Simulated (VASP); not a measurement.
Calculation: PBEsol GGA, VASP's PBE PAW potentials (set 64) (plane waves; VASP 6.6.1).

Input for VASP

### POSCAR
```
BBi
1
    0.0000000000     2.6401870761     2.6401870761
    2.6401870761     0.0000000000     2.6401870761
    2.6401870761     2.6401870761     0.0000000000
B Bi
1 1
Direct
  0.0000000000   0.0000000000   0.0000000000
  0.2500000000   0.2500000000   0.2500000000
```

INCAR:
```
SYSTEM = BBi
PREC = Accurate
ENCUT = 620
EDIFF = 1E-6
NELM = 100
ALGO = Normal
LREAL = .FALSE.
LASPH = .TRUE.
ISMEAR = 0
SIGMA = 0.05
GGA = PS
LMAXMIX = 4
LWAVE = .FALSE.
LCHARG = .FALSE.
IBRION = 2
ISIF = 3
NSW = 40
EDIFFG = -0.02
PSTRESS = 100
```

### KPOINTS
```
Automatic mesh
0
Gamma
9 9 9
0 0 0
```

POTCAR, in this order: B Bi_d (PBE.64 set). Program: vasp_std.

### Question
What will the output report for the number of irreducible k-points (NKPTS), largest plane-wave count, number of space-group operations, FFT grid (NGX, NGY, NGZ)?

### Answer

```yaml
number of irreducible k-points (NKPTS): 35
largest_plane_wave_count: 1311
number_of_space_group_operations: 24
FFT grid (NGX, NGY, NGZ): 30 × 30 × 30
```

The structure was generated: BBi was put into the zinc blende type (F-43m), which need not be its known phase. It was relaxed first under an external pressure of 10 GPa.
